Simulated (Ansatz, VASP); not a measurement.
**Ga (linear Ga chain) in two plane-wave programs**

Aim: how closely do two programs agree when they are given the same cell, functional and k mesh? The structure shown is the end of the Ansatz relaxation below.

Program: Ansatz 0.2.0. Level of theory: plane waves, with VASP 6.6.1 beside it; single point at PBE and single point at PBEsol. Results are calculated unless marked as measured.

### 1. The structure

The cell holds 1 atom: 1 Ga. Cell: a = 7.500 Å, b = 7.500 Å, c = 2.289 Å, α = 90.0°, β = 90.0°, γ = 90.0°. Vacuum lies along a and b. The structure's axis is c.

### 2. Ansatz: relaxation, PBE

Ansatz runs on its default PAW (the set named soft_2) files.

This run makes the geometry at which the two programs are then compared.

The input, input.yaml:

```yaml
crystal:
  lattice:
    - [7.5, 0.0, 0.0]
    - [0.0, 7.5, 0.0]
    - [0.0, 0.0, 2.2692]
  atoms:
    - { symbol: Ga, position: [0.5, 0.5, 0.0] }
kpoints:
  mp_grid: { grid: [1, 1, 36] }
scf:
  occupations: { method: fermi_dirac, width: 0.05 }
hamiltonian:
  xc: pbe
relax:
  cell: { fix: [a, b, alpha, beta, gamma] }
  max_steps: 60
```

Run with:

```
$ ansatz run input.yaml --threads 4 --pin off --max-ram 8192MiB --backend cpu --events-out ev --progress --plain --runs-dir out
```

Numbers of over 12 decimals in the logs are rounded to 6 here.

Log:

```text
Engine: ansatz 0.2.0, aarch64-unknown-linux-gnu
Pseudopotentials: kind: paw
Pseudopotential: Ga, paw, valence charge 13, recommended cutoff 420 eV (normal), Ga.paw.azcp
Functional definition: PBE
  parameter kappa = 0.804
  parameter beta = 0.066725
  exchange = pbe_x(kappa = kappa, mu = beta*pi^2/3)
  correlation = pbe_c(beta = beta)
Crystal: 1 atoms, lattice volume = 127.643 Å³
Basis set: ecut = 420 eV, 2511 PW (Γ), exchange–correlation on 108×108×32 points (8 copies of the dense FFT grid, shifted against one another)
Bands: 11, of which v1, the nominal top of the filled ones, is band 7 counted from 1 (6 counted from 0)
Symmetry: 16 space group operations
Space group: P4/mmm (ITA 123), of the structure as read, at distance tolerance 5.0e-5 Å
k-points: 19 of 36
Non-local potential: Ga, projectors of the file, l = 0: 2, l = 1: 2, l = 2: 3, l = 3: 1
PAW form: soft (Blöchl's): semilocal exchange-correlation on the pseudo side does not see the compensation charge
PAW one-centre angular grid: Ga, 590 points (default); XC on 64 Gauss nodes
Initial density: superposition of atomic densities (neutral atoms: chi_scale 0, normalization atom), corrected by the library's trained network
Initial wavefunctions: pseudopotential atomic-orbital guess
Functional: x = pbe(κ = 0.804, μ = 0.219515), c = pbe(β = 0.066725)
SCF iter   1: F=—  HF=-3781.667044 eV  |F-HF|=—  |Δ(HF+E_count)|=         —  Δρ=2.71e-3  dr2=3.16e-3  ethr=1.77e-3  ⟨swp⟩=5.7  Hψ=1322  notcnv=0
preconditioner: auto → LDOS  [insulator: Δε(μ)=0.225 eV  Ē_g=17.364 eV  σ=0.050 eV  W_gap=0.81  n_scr=12 (ndim 8)  ℏωp=11.9 eV  f_vac=0.655  D(μ)=0.79/eV (n_scr^D=4)  ε∞_Penn≈1.5  β→1.0]
SCF iter   2: F=—  HF=-3781.667888 eV  |F-HF|=—  |Δ(HF+E_count)|=   8.44e-4  Δρ=3.90e-4  dr2=1.22e-4  ethr=2.43e-5  ⟨swp⟩=2.3  Hψ=478  notcnv=0  defer=8
SCF iter   3: F=—  HF=-3781.667955 eV  |F-HF|=—  |Δ(HF+E_count)|=   6.69e-5  Δρ=1.31e-4  dr2=2.41e-5  ethr=9.42e-7  ⟨swp⟩=2.1  Hψ=368  notcnv=0  defer=8
SCF iter   4: F=—  HF=-3781.667963 eV  |F-HF|=—  |Δ(HF+E_count)|=   7.86e-6  Δρ=1.37e-4  dr2=1.36e-5  ethr=1.85e-7  ⟨swp⟩=2.0  Hψ=327  notcnv=0  defer=8
SCF iter   5: F=—  HF=-3781.667948 eV  |F-HF|=—  |Δ(HF+E_count)|=   1.45e-5  Δρ=2.02e-5  dr2=5.40e-7  ethr=1.05e-7  ⟨swp⟩=2.1  Hψ=307  notcnv=0  defer=8
SCF iter   6: F=-3781.667948 eV  HF=-3781.667948 eV  |F-HF|=5.24e-9  |Δ(HF+E_count)|=   2.83e-8  Δρ=2.97e-6  dr2=2.33e-8  ethr=7.69e-10  ⟨swp⟩=4.6  Hψ=676  notcnv=0
SCF 1 converged in 6 iterations: F = -3781.667948 eV  dr2 = 2.33e-8
  greatest PAW one-centre occupation: 0.995 electrons in one spin orbital (limit 2), on the Ga atom at site 0 (counted from 0), in its partial waves of l = 2
relax step   1: F+E_penalty+E_count = -3781.66794845 eV  Δ(F+E_penalty+E_count) = +0.000e0 eV  max|allowed force component| = 0.000e0 eV/Å  Δτ_max = 0.0000 Å  P = +0.323 GPa  Ω = 127.643 Å³  fix = [a, b, alpha, beta, gamma]  reactions: a +0.197, b +0.197 GPa  (6 SCF iters, dr2 threshold 1.00e-7 eV, accepted)
[...]
relax step   2: F+E_penalty+E_count = -3781.66945233 eV  Δ(F+E_penalty+E_count) = -1.504e-3 eV  max|allowed force component| = 0.000e0 eV/Å  Δτ_max = 0.0000 Å  P = +0.221 GPa  Ω = 128.224 Å³  energy of the carried Pulay correction = -1.713e-5 eV  fix = [a, b, alpha, beta, gamma]  reactions: a +0.198, b +0.198 GPa  (5 SCF iters, dr2 threshold 1.00e-7 eV, accepted)
[...]
relax step   3: F+E_penalty+E_count = -3781.66989459 eV  Δ(F+E_penalty+E_count) = -4.423e-4 eV  max|allowed force component| = 0.000e0 eV/Å  Δτ_max = 0.0000 Å  P = +0.142 GPa  Ω = 128.729 Å³  energy of the carried Pulay correction = -3.191e-5 eV  fix = [a, b, alpha, beta, gamma]  reactions: a +0.198, b +0.198 GPa  (5 SCF iters, dr2 threshold 1.00e-7 eV, accepted)
[...]
relax step   4: F+E_penalty+E_count = -3781.66993377 eV  Δ(F+E_penalty+E_count) = -3.918e-5 eV  max|allowed force component| = 0.000e0 eV/Å  Δτ_max = 0.0000 Å  P = +0.142 GPa  Ω = 128.729 Å³  fix = [a, b, alpha, beta, gamma]  reactions: a +0.197, b +0.197 GPa  stress off target by 3.01e-2 GPa on what of the cell is left free  SCF on the basis re-selected at this cell (its energy is not comparable with the rows above)  (6 SCF iters)
basis re-selected at this cell: Δ(F+E_penalty+E_count) = -3.918e-5 eV, ΔP = -0.000 GPa vs the last step (what re-selecting the basis moved, of the pressure what is left beyond the Pulay correction that the steps carried, after the strain that the cell walked since its last selection, with what the two solves' SCF thresholds leave and, on support functions, any second-order correction that the steps lacked; it is no measure of the basis error at this ecutwfc). This SCF's stress stands 3.01e-2 GPa from its target on what of the cell is left free (relax.cell.stress_tol is 5.00e-2 GPa) and its largest allowed force component is 0.00e0 eV/Å (relax.f_tol is 1.00e-2 eV/Å): [rest of the remark cut]
SCF converged after 6 iterations
Free energy (F): -3781.669934 eV
Harris-Foulkes:  -3781.669934 eV  (|F-HF|=3.85e-10)
Internal energy: -3781.662108 eV  (E = F + TS)
E sigma→0 (E₀):  -3781.666021 eV
Entropy (-TS):   -0.007825 eV (-7.825 meV/atom)
Fermi energy:    -2.090900 eV
--- Per-component energies (eV) ---
  E_band       = -190.930909
  E_kinetic    = 114.073906
  E_local      = -3753.781984  (includes V_loc(G=0)·N_el)
  E_nonlocal   = 421.675970
  E_hartree    = 1744.195230
  E_xc         = -67.952418
  E_vxc        = -56.160023  (∫ρ·V_xc dr)
  E_paw        = -1985.232215  (= ΣΔE_a)
  E_vpaw       = -405.129169  (= ΣTr[D̂ρ^β])
  E_aug_tail   = -0.000117  (compensation charges beyond the density's cutoff)
  E_ewald      = -254.640481
  E_smearing   = -0.007825  (= −TS)
  E_closure    = -0.000000  (closes the sum)
  Σ components = -3781.669934   (vs F -3781.669934, Δ=0.00e0)
--- Forces (eV/Å), atoms counted from 1 ---
  atom   1  Ga    -0.00000000    -0.00000000    -0.00000000
  max |Σ_I F_I| component: 5.68e-29 eV/Å
--- Stress (GPa, compression-positive) ---
        0.197409      -0.000000      -0.000000
       -0.000000       0.197409      -0.000000
       -0.000000      -0.000000       0.030066
  P = ⅓ Tr σ = 0.1416 GPa (1.416 kbar)
--- Relaxed structure (3 steps of the walk, 3 accepted, 1 SCFs on fresh bases) ---
  F+E_penalty+E_count = -3781.66993377 eV   max|allowed force component| = 0.000e0 eV/Å   (the final SCF, on the basis selected at the relaxed cell)
  cell:  # Å, volume = 128.7291 Å³
    - [7.5, 0.0, 0.0]
    - [0.0, 7.5, 0.0]
    - [0.0, 0.0, 2.288517]
  atoms:
    - { symbol: Ga, position: [0.5, 0.5, 0.0] }
```

The column dr2 measures how far the density is from self-consistency, as an energy; F and HF (Harris–Foulkes) agree once it is small.

### 3. VASP: single point, PBE

The same cell, functional, mesh and smearing now go to VASP, with its own data sets.

Lines of VASP's logs that name or quote its potential files are left out, and so is its time.

The input, INCAR:

```
SYSTEM = Ga
PREC = Accurate
ENCUT = 500
EDIFF = 1E-06
NELM = 120
ISMEAR = -1
SIGMA = 0.05
LREAL = .FALSE.
ALGO = Normal
GGA = PE
NBANDS = 12
LORBIT = 11
LWAVE = .FALSE.
LCHARG = .FALSE.
ISIF = 2
LASPH = .TRUE.
GGA_COMPAT = .FALSE.
KPAR = 2
```

The input, POSCAR:

```
Ga
1.0
    7.5000000000      0.0000000000      0.0000000000
    0.0000000000      7.5000000000      0.0000000000
    0.0000000000      0.0000000000      2.2885174350
Ga
1
Direct
    0.5000000000      0.5000000000      0.0000000000
```

The input, KPOINTS:

```
Automatic mesh
0
Gamma
1 1 36
0 0 0
```

Potentials, in the order of the species: Ga_d (PBE family, release 64).

Run with:

```
$ mpirun -np 2 vasp_std
```

Log:

```text
[banner, memory and clock lines left out]
running    2 mpi-ranks, on    1 nodes
 distrk:  each k-point on    1 cores,    2 groups
 distr:  one band on    1 cores,    1 groups

 POSCAR found type information on POSCAR Ga
 POSCAR found :  1 types and       1 ions
 LDA part: xc-table for (Slater+PW92), standard interpolation
 POSCAR, INCAR and KPOINTS ok, starting setup
 FFT: planning ... GRIDC
 FFT: planning ... GRID_SOFT
 FFT: planning ... GRID
 WAVECAR not read
 entering main loop
       N       E                     dE             d eps       ncg     rms          rms(c)
DAV:   1     0.494861742022E+02    0.49486E+02   -0.58811E+03   456   0.897E+02
DAV:   2     0.124662957704E+01   -0.48240E+02   -0.44532E+02   516   0.187E+02
DAV:   3    -0.156364976993E+01   -0.28103E+01   -0.27769E+01   528   0.500E+01
DAV:   4    -0.163677192398E+01   -0.73122E-01   -0.72962E-01   672   0.833E+00
DAV:   5    -0.163811355654E+01   -0.13416E-02   -0.13395E-02   560   0.797E-01    0.164E+00
DAV:   6    -0.158623077986E+01    0.51883E-01   -0.31737E-02   500   0.239E+00    0.931E-01
DAV:   7    -0.155237037844E+01    0.33860E-01   -0.62445E-02   468   0.210E+00    0.121E-01
DAV:   8    -0.155253423046E+01   -0.16385E-03   -0.53715E-03   516   0.836E-01    0.617E-02
DAV:   9    -0.155248693580E+01    0.47295E-04   -0.10651E-03   472   0.404E-01    0.285E-02
DAV:  10    -0.155263174913E+01   -0.14481E-03   -0.15207E-04   472   0.164E-01    0.181E-02
DAV:  11    -0.155272438615E+01   -0.92637E-04   -0.91753E-05   464   0.833E-02    0.742E-03
DAV:  12    -0.155276425145E+01   -0.39865E-04   -0.96571E-06   468   0.304E-02    0.409E-03
DAV:  13    -0.155279616216E+01   -0.31911E-04   -0.46349E-06   460   0.120E-02    0.982E-04
DAV:  14    -0.155279642584E+01   -0.26368E-06   -0.25249E-07   384   0.646E-03
   1 F= -.15527964E+01 E0= -.15488655E+01  d E =-.786194E-02
```

OUTCAR, selected parts (step 3):

```text
ion  position               nearest neighbor table
   1  0.500  0.500  0.000-

  LATTYP: Found a simple tetragonal cell.
 ALAT       =     7.5000000000
 C/A-ratio  =     0.3051356580

 Subroutine GETGRP returns: Found 16 space group operations
 (whereof 16 operations were pure point group operations)

The static configuration has the point symmetry D_4h.

 Found     19 irreducible k-points:

   k-points           NKPTS =     19   k-points in BZ     NKDIM =     19   number of bands    NBANDS=     12

   dimension x,y,z NGX =    56 NGY =   56 NGZ =   18
   dimension x,y,z NGXF=   112 NGYF=  112 NGZF=   36

   ENCUT  =  500.0 eV  36.75 Ry    6.06 a.u.  13.67 13.67  4.17*2*pi/ulx,y,z

   NELECT =      13.0000    total number of electrons

 k-points in reciprocal lattice and weights: Automatic mesh
   0.00000000  0.00000000  0.00000000       0.028
   0.00000000  0.00000000  0.02777778       0.056
   0.00000000  0.00000000  0.05555556       0.056
   0.00000000  0.00000000  0.08333333       0.056
   0.00000000  0.00000000  0.11111111       0.056
   0.00000000  0.00000000  0.13888889       0.056
   0.00000000  0.00000000  0.16666667       0.056
   0.00000000  0.00000000  0.19444444       0.056
   0.00000000  0.00000000  0.22222222       0.056
[...]
0.00000000  0.00000000  0.47222222       0.056
   0.00000000  0.00000000  0.50000000       0.028

 average (electrostatic) potential at core
       1 -73.5118

 E-fermi :  -2.7039

 k-point     1 :       0.0000    0.0000    0.0000
  band No.  band energies     occupation
    ...
      4     -17.6203      2.00000
      5     -17.6203      2.00000
      6     -10.5759      2.00000
      7      -3.2082      1.99992
      8      -3.2082      1.99992
      9       0.2132      0.00000
     10       1.6953      0.00000
     11       3.1698      0.00000
     12       3.5013      0.00000

 k-point     2 :       0.0000    0.0000    0.0278
  band No.  band energies     occupation
    ...
      4     -17.6252      2.00000
      5     -17.6252      2.00000
      6     -10.5562      2.00000
      7      -3.1834      1.99986
      8      -3.1834      1.99986
      9       0.2348      0.00000
     10       1.7173      0.00000
     11       3.1915      0.00000
     12       3.5238      0.00000

 k-point     3 :       0.0000    0.0000    0.0556
  band No.  band energies     occupation
    ...
      4     -17.6398      2.00000
      5     -17.6398      2.00000
      6     -10.4971      2.00000
      7      -3.1090      1.99939
      8      -3.1090      1.99939
      9       0.2997      0.00000
     10       1.7832      0.00000
     11       3.2567      0.00000
     12       3.5913      0.00000

  Total        0.1486579      0.1486579      0.0673806      0.0000000      0.0000000      0.0000000
  in kB        1.8502132      1.8502132      0.8386262      0.0000000      0.0000000      0.0000000
  external PRESSURE =       1.5130175 kB  Pullay stress =       0.0000000 kB

  energy-cutoff  :      500.00
  volume of cell :      128.73
      direct lattice vectors                 reciprocal lattice vectors
     7.500000000  0.000000000  0.000000000     0.133333333  0.000000000  0.000000000
     0.000000000  7.500000000  0.000000000     0.000000000  0.133333333  0.000000000
     0.000000000  0.000000000  2.288517435     0.000000000  0.000000000  0.436964117

 POSITION                                       TOTAL-FORCE (eV/Angst)
 -----------------------------------------------------------------------------------
      3.75000      3.75000      0.00000         0.000000      0.000000      0.000000
 -----------------------------------------------------------------------------------
    total drift:                                0.000000      0.000000      0.000000

  FREE ENERGIE OF THE ION-ELECTRON SYSTEM (eV)
  ---------------------------------------------------
  free  energy   TOTEN  =        -1.5527964258 eV

  energy  without entropy=       -1.5449344838  energy(sigma->0) =       -1.54886545

 total charge
# of ion       s       p       d       tot
------------------------------------------
    1        0.984   0.706   9.922  11.612

[... 3 further parts left out ...]
```

### 4. Side by side

Known differences besides the potentials themselves: the cutoff is 420 eV in Ansatz and 500 eV in VASP; Ansatz's pressure holds a Pulay correction, VASP's none. Total energies have different zeros and are not compared.

Compared:

```tsv
quantity	Ansatz	VASP	difference
pressure (GPa)	0.14	0.15	-0.01
```

### 5. Ansatz: relaxation, PBEsol

This run makes the geometry at which the two programs are then compared. The cell compared in this pair holds 127.16 Å³, against 128.73 Å³ for the pair before.

The structure compared here is the end of the Ansatz relaxation.

input.yaml, the sections that differ from step 2:

```yaml
crystal:
  lattice:
    - [7.5, 0.0, 0.0]
    - [0.0, 7.5, 0.0]
    - [0.0, 0.0, 2.2692]
  atoms:
    - { symbol: Ga, position: [0.5, 0.5, 0.0], spin: 0.5 }
magnetization:
  spin_polarized: true
hamiltonian:
  xc: pbesol
# kpoints, scf, relax: as in step 2
```

Run with:

```
$ ansatz run input.yaml --threads 4 --pin off --max-ram 8192MiB --backend cpu --events-out ev --progress --plain --runs-dir out
```

Log:

```text
[...]
Crystal: 1 atoms, lattice volume = 127.643 Å³
Basis set: ecut = 420 eV, 2511 PW (Γ), exchange–correlation on 108×108×32 points (8 copies of the dense FFT grid, shifted against one another)
Bands: 11, of which v1, the nominal top of the filled ones, is band 7 counted from 1 (6 counted from 0)
[... 1 set-up line as in the run before ...]
[...]
0.186303       0.000000       0.000000
        0.000000       0.186303       0.000000
        0.000000       0.000000       0.002745
  P = ⅓ Tr σ = 0.1251 GPa (1.251 kbar)
--- Relaxed structure (3 steps of the walk, 3 accepted, 1 SCFs on fresh bases) ---
[...]
cell:  # Å, volume = 127.1633 Å³
    - [7.5, 0.0, 0.0]
    - [0.0, 7.5, 0.0]
    - [0.0, 0.0, 2.260681]
  atoms:
    - { symbol: Ga, position: [0.5, 0.5, 0.0] }
[key lines of the parts left out:]
SCF converged after 5 iterations
Magnetization: 0.0000 μB (6.5000 up, 6.5000 down)
Free energy (F): -3741.646138 eV
Fermi energy:    -2.170881 eV
```

### 6. VASP: single point, PBEsol

The same cell, functional, mesh and smearing now go to VASP, with its own data sets.

Edit INCAR of step 3 so:

```diff
@@ -4,3 +4,3 @@
 EDIFF = 1E-06
-NELM = 120
+NELM = 200
 ISMEAR = -1
@@ -9,4 +9,6 @@
 ALGO = Normal
-GGA = PE
-NBANDS = 12
+GGA = PS
+NBANDS = 13
+ISPIN = 2
+MAGMOM = 0
 LORBIT = 11
```

Edit POSCAR of step 3 so:

```diff
@@ -4,3 +4,3 @@
     0.0000000000      7.5000000000      0.0000000000
-    0.0000000000      0.0000000000      2.2885174350
+    0.0000000000      0.0000000000      2.2606806207
 Ga
```

KPOINTS is that of step 3.

Run with:

```
$ mpirun -np 2 vasp_std
```

Log:

```text
[banner, memory and clock lines left out]
running    2 mpi-ranks, on    1 nodes
[...]
|                                                                             |
|               ----> ADVICE to this user running VASP <----                  |
|                                                                             |
|     You enforced a specific xc type in the INCAR file but a different       |
|     [... a line on the potential file left out ...]
|     I HOPE YOU KNOW WHAT YOU ARE DOING!                                     |
|                                                                             |

 LDA part: xc-table for (Slater+PW92), standard interpolation
 POSCAR, INCAR and KPOINTS ok, starting setup
[...]
entering main loop
       N       E                     dE             d eps       ncg     rms          rms(c)
DAV:   1     0.512760048410E+02    0.51276E+02   -0.59282E+03   988   0.838E+02
DAV:   2     0.121929668851E+01   -0.50057E+02   -0.47190E+02  1111   0.185E+02
DAV:   3    -0.184788527412E+01   -0.30672E+01   -0.30538E+01  1168   0.498E+01
DAV:   4    -0.191985501180E+01   -0.71970E-01   -0.71930E-01  1418   0.782E+00
[...]
DAV:  13    -0.179764856817E+01   -0.53974E-04   -0.78680E-06  1003   0.192E-02    0.366E-03
DAV:  14    -0.179765560776E+01   -0.70396E-05   -0.10360E-06  1018   0.553E-03    0.112E-03
DAV:  15    -0.179765610974E+01   -0.50198E-06   -0.18736E-07   749   0.254E-03
   1 F= -.17976561E+01 E0= -.17940469E+01  d E =-.721841E-02  mag=     0.0000
```

Parts of OUTCAR (step 6):

```text
  Total        0.1413625      0.1413625     -0.0034691      0.0000000      0.0000000      0.0000000
  in kB        1.7810781      1.7810781     -0.0437091      0.0000000      0.0000000      0.0000000
  external PRESSURE =       1.1728157 kB  Pullay stress =       0.0000000 kB

  FREE ENERGIE OF THE ION-ELECTRON SYSTEM (eV)
  ---------------------------------------------------
  free  energy   TOTEN  =        -1.7976561097 eV

  energy  without entropy=       -1.7904376993  energy(sigma->0) =       -1.79404690

 magnetization (x)
# of ion       s       p       d       tot
------------------------------------------
    1        0.000   0.000  -0.000   0.000

[... 1 part as in an earlier step ...]

[... 3 further parts left out ...]
[key lines of the parts left out:]
E-fermi :  -2.7902
```

This run allows spin, but its moments start at zero, where symmetry between the spins tends to hold them. Its electron count is odd, so without a moment it is a metal by construction.

### 7. Differences

What differs besides the data sets and the points named for the pairs above, as far as they apply: Ansatz makes its cores anew for this functional, VASP keeps those of its PBE data sets. Total energies have different zeros and are not compared.

The two programs side by side:

```tsv
quantity	Ansatz	VASP	difference
pressure (GPa)	0.13	0.12	+0.01
```

### 8. Outcome

```
difference in pressure (single point, PBE)    : -0.0097 GPa
difference in pressure (single point, PBEsol) : 0.0078 GPa
```

In words: The difference in pressure is -0.0097 GPa (single point, PBE), within the 1 GPa picked in this series as the mark of a large difference. How closely two codes agree says nothing of how well the functional describes the real material.

[Lines on the potential files, build, host, timing and source positions are cut from VASP's logs without a mark.]

[Logs are printed without paths, hosts, clocks, repeated set-up lines and the standing remarks that a program may print on its own settings, such as how far it seeks lower states.]

[Hosts, paths, dates, database ids (printed as entryN), source tags and the programs' standing remarks are cut or masked in the printed files.]
